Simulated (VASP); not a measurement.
All values below come from PBE GGA with spin-orbit coupling, VASP's PBE PAW potentials (set 64) (plane waves; VASP).

A VASP calculation is set up with these files.

POSCAR:
```
Bi
1
    4.2491360000    -2.3205000000     0.0000000000
    4.2491360000     2.3205000000     0.0000000000
    2.9818850000     0.0000000000     3.8142160000
Bi
2
Direct
  0.2340000000   0.2340000000   0.2340000000
  0.7660000000   0.7660000000   0.7660000000
```

### INCAR
```
SYSTEM = Bi
PREC = Accurate; ENCUT = 400; LREAL = F
LASPH = T
EDIFF = 1E-6; NELM = 100; ALGO = Normal
LMAXMIX = 4
ISMEAR = 1; SIGMA = 0.1
GGA = PE; GGA_COMPAT = F
MAGMOM = 6*0; LSORBIT = T
ISIF = 2
LWAVE = F; LCHARG = F
```

File KPOINTS:
```
K-points
0
gamma
  7 7 7
0 0 0
```

POTCAR, in this order: Bi_d (PBE.64 set). Program: vasp_ncl.

Question: What will the output report for the number of irreducible k-points (NKPTS), number of bands (NBANDS), largest plane-wave count, number of space-group operations, FFT grid (NGX, NGY, NGZ)?

Answer: 
| Item | Result |
|---|---|
| number of irreducible k-points (NKPTS) | 44 |
| number of bands (NBANDS) | 38 |
| largest plane-wave count | 2770 |
| number of space-group operations | 12 |
| FFT grid (NGX, NGY, NGZ) | 32 × 32 × 32 |

The compound is Bi in the a7 structure. The cell was not relaxed at this level.
